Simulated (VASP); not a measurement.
Crystal: Hf2Pd2Se2Br2O3.

```
Hf Pd Se Br O
1.0
     5.75899    0.00000    0.00000
    -2.87949    4.98743    0.00000
     0.00000    0.00000    8.52547
Hf Pd Se Br O
2 2 2 2 3
Direct
  0.33333 0.66667 0.54201
  0.66667 0.33333 0.54201
  0.33333 0.66667 0.12880
  0.66667 0.33333 0.12880
  0.33333 0.66667 0.85572
  0.66667 0.33333 0.85572
  0.00000 0.00000 0.13895
  0.00000 0.00000 0.65384
  0.50000 0.00000 0.42963
  0.00000 0.50000 0.42963
  0.50000 0.50000 0.42963
```

The cell was built by a generator and needn't be a form met in nature.

| Quantity | Value |
| --- | --- |
| Program | VASP 6.6.1 |
| Task | single point |
| Functional | PBE |
| Potentials or basis | VASP PAW PBE potentials, release 64 (Hf_pv, Pd, Se, Br, O) |
| Cutoff | 520 eV |
| k mesh | 6 × 6 × 3 |
| Occupations | fermi-dirac, width 0.05 eV |
| Spin | no spin polarisation |

On this cell: pressure -0.5 GPa; largest force 0.232 eV/Å; band gap on the k mesh none (metal or under the smearing width).

The same run follows on a disturbed copy (atoms moved at random, drawn with an rms of 0.05 Å):

```
CELL_PARAMETERS angstrom
5.75899 0.00000 0.00000
-2.87949 4.98743 0.00000
0.00000 0.00000 8.52547
ATOMIC_POSITIONS crystal
Hf 0.33156 0.67010 0.53782
Hf 0.65936 0.32840 0.53921
Pd 0.32893 0.65760 0.12655
Pd 0.66569 0.33073 0.12981
Se 0.33081 0.65699 0.85756
Se 0.67557 0.33455 0.85267
Br 0.99643 0.99841 0.14004
Br 0.00034 0.99089 0.65287
O 0.49906 0.00582 0.43536
O 0.00070 0.50450 0.42626
O 0.50132 0.50649 0.42867
```

**Question.** What does the disturbed cell give?

**Answer.** The energy (extrapolated to zero smearing) moves by +10.8 meV/atom; pressure 0.7 GPa; largest force 2.538 eV/Å; band gap on the k mesh none (metal or under the smearing width).

Forces on the atoms (eV/Å):
```
Hf  -0.186 -0.808  0.801
Hf   0.368  2.431  0.629
Pd   0.013 -0.087  0.294
Pd   0.023  0.028 -0.293
Se  -0.033 -0.062 -0.492
Se   0.038  0.026  0.285
Br  -0.006  0.037 -0.017
Br   0.034  0.101  0.015
O    0.074 -1.040 -1.402
O   -0.453 -0.434  0.244
O    0.127 -0.192 -0.063
```

Stress tensor (GPa, compression positive):
```
-0.94 -0.41  0.23
-0.41  2.74  0.99
 0.23  0.99  0.34
```
